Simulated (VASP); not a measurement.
OSZICAR of a VASP run on Ca (fcc):

### OSZICAR
```
       N       E                     dE             d eps       ncg     rms          rms(c)
DAV:   1     0.583107462772E+02    0.58311E+02   -0.49728E+03   846   0.962E+02
DAV:   2    -0.693213189960E+00   -0.59004E+02   -0.58761E+02   881   0.221E+02
DAV:   3    -0.190331901185E+01   -0.12101E+01   -0.12076E+01  1347   0.331E+01
DAV:   4    -0.193831291259E+01   -0.34994E-01   -0.34967E-01  1203   0.435E+00
DAV:   5    -0.193872064220E+01   -0.40773E-03   -0.40748E-03  1428   0.352E-01    0.218E+00
DAV:   6    -0.192909835087E+01    0.96223E-02   -0.12090E-02  1055   0.139E+00    0.133E+00
DAV:   7    -0.192595535173E+01    0.31430E-02   -0.17266E-02  1078   0.182E+00    0.105E-01
DAV:   8    -0.192552607813E+01    0.42927E-03   -0.21566E-03  1023   0.495E-01    0.207E-02
DAV:   9    -0.192553656034E+01   -0.10482E-04   -0.11194E-04  1267   0.903E-02    0.596E-03
DAV:  10    -0.192553706890E+01   -0.50856E-06   -0.60393E-06  1168   0.271E-02    0.783E-04
DAV:  11    -0.192553651486E+01    0.55404E-06   -0.27840E-07  1407   0.522E-03    0.302E-04
DAV:  12    -0.192553635132E+01    0.16354E-06   -0.12110E-08   619   0.810E-04    0.144E-04
DAV:  13    -0.192553639903E+01   -0.47703E-07   -0.61775E-09   545   0.549E-04
   1 F= -.19255364E+01 E0= -.19253946E+01  d E =-.425434E-03
```

**Question.** Which electronic solver shows in the log?

**Answer.** It is blocked Davidson (ALGO = Normal, or the opening steps of other solvers). The INCAR had ALGO = Normal.

**Question.** Can the final energy be trusted as converged?

**Answer.** The run converged. It stopped with EDIFF = 1E-7, NELM = 100 (PBE GGA, plane waves, VASP's PBE PAW potentials (set 64)).

The compound is Ca in the fcc structure. This cell was strained or had an atom moved on purpose.
